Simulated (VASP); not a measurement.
## What spin-orbit coupling changes in MgAu

Aim: run bands, DOS and a relaxation of MgAu twice, without and with spin-orbit coupling. All runs use PBEsol. Left out of this account: 1 further run (self-consistent run: a reference on another mesh). The start is a cell from a database of measured crystal structures.

Program: VASP 6.6.1. Level of theory: PBEsol; plane waves and PAW (Mg, Au), in the first sound run; inputs show where later runs differ. Results are calculated unless marked as measured.

The database entry behind the starting cell differs from later determinations by our own check (0.1 to 0.3 % short, probably kX units), so it need not match the best structure at ambient conditions.

**1. Set-up**

It takes space group Pm-3m (No. 221, cubic). Conventional cell: a = 3.259 Å, b = 3.259 Å, c = 3.259 Å, α = 90.00°, β = 90.00°, γ = 90.00°. Nearest to Mg lie 8 Au at 2.82 Å. Nearest to Au lie 8 Mg at 2.82 Å. Farther neighbours are not listed.

**2. Bands along the symmetry lines (PBEsol)**

Levels along the symmetry lines show where the bands peak and cross; KPOINTS_OPT computes them in the converged potential. PBEsol restores the gradient expansion of exchange and is tuned for the cells of solids.

INCAR

```
SYSTEM = MgAu
PREC = Accurate
ENCUT = 400
EDIFF = 1E-06
NELM = 100
ISMEAR = -1
SIGMA = 0.05
LREAL = .FALSE.
ALGO = Normal
GGA = PS
NBANDS = 18
LASPH = .TRUE.
LORBIT = 11
LWAVE = .FALSE.
LCHARG = .FALSE.
KPAR = 2
```

POSCAR

```
MgAu
1.0
    3.2590000000      0.0000000000      0.0000000000
    0.0000000000      3.2590000000      0.0000000000
    0.0000000000      0.0000000000      3.2590000000
Mg Au
1 1
Direct
    0.5000000000      0.5000000000      0.5000000000
    0.0000000000      0.0000000000      0.0000000000
```

KPOINTS

```
Automatic mesh
0
Gamma
10 10 10
0 0 0
```

KPOINTS_OPT

```
Line mode
16
Line-mode
Reciprocal
  0.00000000   0.00000000   0.00000000 GAMMA
  0.00000000   0.50000000   0.00000000 X

  0.00000000   0.50000000   0.00000000 X
  0.50000000   0.50000000   0.00000000 M

  0.50000000   0.50000000   0.00000000 M
  0.00000000   0.00000000   0.00000000 GAMMA

  0.00000000   0.00000000   0.00000000 GAMMA
  0.50000000   0.50000000   0.50000000 R

  0.50000000   0.50000000   0.50000000 R
  0.00000000   0.50000000   0.00000000 X

  0.50000000   0.50000000   0.00000000 M
  0.50000000   0.50000000   0.50000000 R
```

The projector-augmented-wave data sets are Mg and Au (PBE family, release 64).

Launch:

```console
$ mpirun -np 2 vasp_std
```

Log:

```text
[banner, memory and clock lines left out]
running    2 mpi-ranks, on    1 nodes
 distrk:  each k-point on    1 cores,    2 groups
 distr:  one band on    1 cores,    1 groups

 POSCAR found type information on POSCAR MgAu
 POSCAR found :  2 types and       2 ions
|                                                                             |
|               ----> ADVICE to this user running VASP <----                  |
|                                                                             |
|     You enforced a specific xc type in the INCAR file but a different       |
|     [... a line on the potential file left out ...]
|     I HOPE YOU KNOW WHAT YOU ARE DOING!                                     |
|                                                                             |

 LDA part: xc-table for (Slater+PW92), standard interpolation
 POSCAR, INCAR and KPOINTS ok, starting setup
 FFT: planning ... GRIDC
 FFT: planning ... GRID_SOFT
 FFT: planning ... GRID
 WAVECAR not read
 entering main loop
       N       E                     dE             d eps       ncg     rms          rms(c)
DAV:   1     0.441547676484E+02    0.44155E+02   -0.46535E+03  2096   0.481E+02
DAV:   2    -0.658057449353E+01   -0.50735E+02   -0.46974E+02  2510   0.128E+02
DAV:   3    -0.750706041501E+01   -0.92649E+00   -0.92156E+00  2406   0.161E+01
DAV:   4    -0.751119426810E+01   -0.41339E-02   -0.41335E-02  2398   0.121E+00
DAV:   5    -0.751122955419E+01   -0.35286E-04   -0.35285E-04  2298   0.115E-01    0.583E+00
DAV:   6    -0.690912730916E+01    0.60210E+00   -0.21520E+00  2100   0.962E+00    0.274E+00
DAV:   7    -0.688408405538E+01    0.25043E-01   -0.23374E-02  2142   0.108E+00    0.155E+00
DAV:   8    -0.686991036157E+01    0.14174E-01   -0.47365E-03  2160   0.394E-01    0.900E-02
DAV:   9    -0.686989850601E+01    0.11856E-04   -0.19847E-04  2472   0.750E-02    0.383E-02
DAV:  10    -0.686989668530E+01    0.18207E-05   -0.76007E-06  2298   0.194E-02    0.411E-03
DAV:  11    -0.686989670499E+01   -0.19681E-07   -0.61110E-08  1306   0.160E-03
   1 F= -.68698967E+01 E0= -.68679511E+01  d E =-.389112E-02
 Start KPOINTS_OPT (optional k-point list driver)
k-point batch [1-56\96]
       N       E                     dE             ncg
DAV:   1     0.425349602675E+04   -0.93456E+04     2088
DAV:   2     0.137950402060E+04   -0.28740E+04     2474
DAV:   3     0.132927123778E+04   -0.50233E+02     2416
DAV:   4     0.132901253839E+04   -0.25870E+00     2304
DAV:   5     0.132900986981E+04   -0.26686E-02     2396
DAV:   6     0.132900983371E+04   -0.36100E-04     2458
DAV:   7     0.132900983321E+04   -0.49873E-06     1884
k-point batch [57-96\96]
       N       E                     dE             ncg
DAV:   1     0.455486661319E+04   -0.15449E+05     1544
DAV:   2     0.272945804118E+04   -0.18254E+04     1792
DAV:   3     0.269902126975E+04   -0.30437E+02     1802
DAV:   4     0.269886522448E+04   -0.15605E+00     1768
DAV:   5     0.269886348789E+04   -0.17366E-02     1758
DAV:   6     0.269886346341E+04   -0.24477E-04     1838
DAV:   7     0.269886346306E+04   -0.34817E-06     1426
```

It took 6.6 s on 2 MPI ranks of Intel Xeon 6975P-C (Granite Rapids), shared host; peak memory 0.31 GiB.

The logs omit lines about the potential files and the build; timing stands in the text.

Parts of OUTCAR (step 2):

```text
ion  position               nearest neighbor table
   1  0.500  0.500  0.500-   2 2.82   2 2.82   2 2.82   2 2.82   2 2.82   2 2.82   2 2.82   2 2.82

  LATTYP: Found a simple cubic cell.
 ALAT       =     3.2590000000

 Subroutine GETGRP returns: Found 48 space group operations
 (whereof 48 operations were pure point group operations)

The static configuration has the point symmetry O_h .

 Found     56 irreducible k-points:

   k-points           NKPTS =     56   k-points in BZ     NKDIM =     56   number of bands    NBANDS=     18

   dimension x,y,z NGX =    24 NGY =   24 NGZ =   24
   dimension x,y,z NGXF=    48 NGYF=   48 NGZF=   48

   ENCUT  =  400.0 eV  29.40 Ry    5.42 a.u.   5.31  5.31  5.31*2*pi/ulx,y,z

   NELECT =      13.0000    total number of electrons

 k-points in reciprocal lattice and weights: Automatic mesh
   0.00000000  0.00000000  0.00000000       0.001
   0.10000000  0.00000000  0.00000000       0.006
   0.20000000  0.00000000  0.00000000       0.006
   0.30000000  0.00000000  0.00000000       0.006
   0.40000000  0.00000000  0.00000000       0.006
   0.50000000  0.00000000  0.00000000       0.003
   0.10000000  0.10000000  0.00000000       0.012
   0.20000000  0.10000000  0.00000000       0.024
   0.30000000  0.10000000  0.00000000       0.024
[...]
0.50000000  0.50000000  0.40000000       0.006
   0.50000000  0.50000000  0.50000000       0.001

 average (electrostatic) potential at core
       1 -34.4726       2 -67.2640

 E-fermi :   6.7645

 k-point     1 :       0.0000    0.0000    0.0000
  band No.  band energies     occupation
    ...
      2       0.9341      2.00000
      3       0.9341      2.00000
      4       2.7089      2.00000
      5       2.7089      2.00000
      6       2.7089      2.00000
      7      12.1525      0.00000
      8      12.1525      0.00000
      9      12.1525      0.00000
     10      15.6633      0.00000
     11      15.6633      0.00000
    ...

 k-point     2 :       0.1000    0.0000    0.0000
  band No.  band energies     occupation
    ...
      2       0.9602      2.00000
      3       1.0100      2.00000
      4       2.6338      2.00000
      5       2.6338      2.00000
      6       2.7173      2.00000
      7      10.8853      0.00000
      8      12.3709      0.00000
      9      12.3709      0.00000
     10      15.5201      0.00000
     11      16.2224      0.00000
    ...

 k-point     3 :       0.2000    0.0000    0.0000
  band No.  band energies     occupation
    ...
      2       1.0298      2.00000
      3       1.2282      2.00000
      4       2.4464      2.00000
      5       2.4464      2.00000
      6       2.7395      2.00000
      7       8.8000      0.00000
      8      12.9774      0.00000
      9      12.9774      0.00000
     10      15.1505      0.00000
     11      16.6194      0.00000
    ...

  Total       -0.0842085     -0.0842085     -0.0842085      0.0000000      0.0000000     -0.0000000
  in kB       -3.8977469     -3.8977469     -3.8977469      0.0000000      0.0000000     -0.0000000
  external PRESSURE =      -3.8977469 kB  Pullay stress =       0.0000000 kB

  energy-cutoff  :      400.00
  volume of cell :       34.61
      direct lattice vectors                 reciprocal lattice vectors
     3.259000000  0.000000000  0.000000000     0.306842590  0.000000000  0.000000000
     0.000000000  3.259000000  0.000000000     0.000000000  0.306842590  0.000000000
     0.000000000  0.000000000  3.259000000     0.000000000  0.000000000  0.306842590

 POSITION                                       TOTAL-FORCE (eV/Angst)
 -----------------------------------------------------------------------------------
      1.62950      1.62950      1.62950         0.000000      0.000000      0.000000
      0.00000      0.00000      0.00000         0.000000      0.000000      0.000000
 -----------------------------------------------------------------------------------
    total drift:                                0.000000      0.000000      0.000000

  FREE ENERGIE OF THE ION-ELECTRON SYSTEM (eV)
  ---------------------------------------------------
  free  energy   TOTEN  =        -6.8698967050 eV

  energy  without entropy=       -6.8660055880  energy(sigma->0) =       -6.86795115

 total charge
# of ion       s       p       d       tot
------------------------------------------
    1        0.176   0.154   0.032   0.362
    2        0.700   0.350   8.679   9.729
--------------------------------------------------
tot          0.875   0.504   8.711  10.091

[... 3 further parts left out ...]
```

This run has no spin polarisation. Its electron count is odd, so without a moment it is a metal by construction. Spin-orbit coupling is off here; with elements this heavy it splits and shifts levels by tenths of an eV or more. The PAW data sets were made with PBE, which is usual practice but a small mismatch for other functionals.

Numbers from this step:

| Property | Result |
| --- | --- |
| SCF cycles | 11 |
| electrons | 13 |
| bands | 18 |
| irreducible k-points | 56 |
| symmetry operations | 48 |
| free energy (TOTEN) | -6.870 eV |
| energy at zero smearing | -6.868 eV |
| Fermi energy | 6.764 eV |
| pressure | -0.3898 GPa |
| metallic | yes |

The electronic bands at the labelled points (eV, zero at the Fermi level; # counts the bands kept):

| point | #3 | #4 | #5 | #6 | #7 | #8 | #9 | #10 |
| --- | --- | --- | --- | --- | --- | --- | --- | --- |
| Γ | -5.83 | -4.06 | -4.06 | -4.06 | 5.39 | 5.39 | 5.39 | 8.90 |
| 0.47 of the way | -5.44 | -4.39 | -4.39 | -4.02 | 1.34 | 6.48 | 6.48 | 8.24 |
| X | -4.76 | -4.76 | -4.30 | -3.97 | -2.57 | 7.46 | 8.52 | 8.52 |
| 0.53 of the way | -4.84 | -4.70 | -4.36 | -2.54 | -2.46 | 3.54 | 5.70 | 10.50 |
| M | -4.65 | -4.65 | -3.32 | -1.36 | -1.36 | -0.62 | 3.98 | 11.49 |
| 0.53 of the way | -5.13 | -4.72 | -4.37 | -4.33 | 1.97 | 2.54 | 7.64 | 8.28 |
| Γ | -5.83 | -4.06 | -4.06 | -4.06 | 5.39 | 5.39 | 5.39 | 8.90 |
| 0.47 of the way | -5.12 | -4.68 | -4.68 | -4.58 | 3.04 | 3.04 | 3.51 | 10.14 |
| R | -5.93 | -3.28 | -3.28 | 1.94 | 1.94 | 1.94 | 2.51 | 4.84 |
| 0.47 of the way | -5.30 | -4.60 | -4.44 | -2.14 | -1.05 | 4.86 | 5.10 | 6.40 |
| X | -4.76 | -4.76 | -4.30 | -3.97 | -2.57 | 7.46 | 8.52 | 8.52 |
| jump to M | -4.65 | -4.65 | -3.32 | -1.36 | -1.36 | -0.62 | 3.98 | 11.49 |
| 0.47 of the way | -5.35 | -4.74 | -3.30 | -0.30 | -0.02 | -0.02 | 4.20 | 8.44 |
| R | -5.93 | -3.28 | -3.28 | 1.94 | 1.94 | 1.94 | 2.51 | 4.84 |

Of the projections kept (Mg, Au), the largest for each band there; the rest of the weight can lie on other orbitals:

| point | #3 | #4 | #5 | #6 | #7 | #8 | #9 | #10 |
| --- | --- | --- | --- | --- | --- | --- | --- | --- |
| Γ | Au 1.00 | Au 1.00 | Au 1.00 | Au 1.00 | Au 0.64 | Au 0.64 | Au 0.64 | Au 0.58 |
| X | Au 0.99 | Au 0.99 | Au 0.53 | Au 1.00 | Au 0.98 | Mg 1.00 | Au 0.76 | Au 0.76 |
| M | Au 0.99 | Au 0.99 | Au 1.00 | Au 0.71 | Au 0.71 | Au 0.98 | Au 0.57 | Mg 1.00 |
| Γ | Au 1.00 | Au 1.00 | Au 1.00 | Au 1.00 | Au 0.64 | Au 0.64 | Au 0.64 | Au 0.58 |
| R | Au 0.97 | Au 1.00 | Au 1.00 | Au 0.88 | Au 0.88 | Au 0.88 | Au 1.00 | Mg 1.00 |
| X | Au 0.99 | Au 0.99 | Au 0.53 | Au 1.00 | Au 0.98 | Mg 1.00 | Au 0.76 | Au 0.76 |

There is no gap at this level.

[end of part 1 of 3]

[Lines on the potential files, build, host, timing and source positions are cut from VASP's logs without a mark.]

[Logs are printed without paths, hosts, clocks, repeated set-up lines and the standing remarks that a program may print on its own settings, such as how far it seeks lower states.]

[Hosts, paths, dates, database ids (printed as entryN), source tags and the programs' standing remarks are cut or masked in the printed files.]

[A measured line is paired with the nearest computed mode of its activity, which favours agreement.]
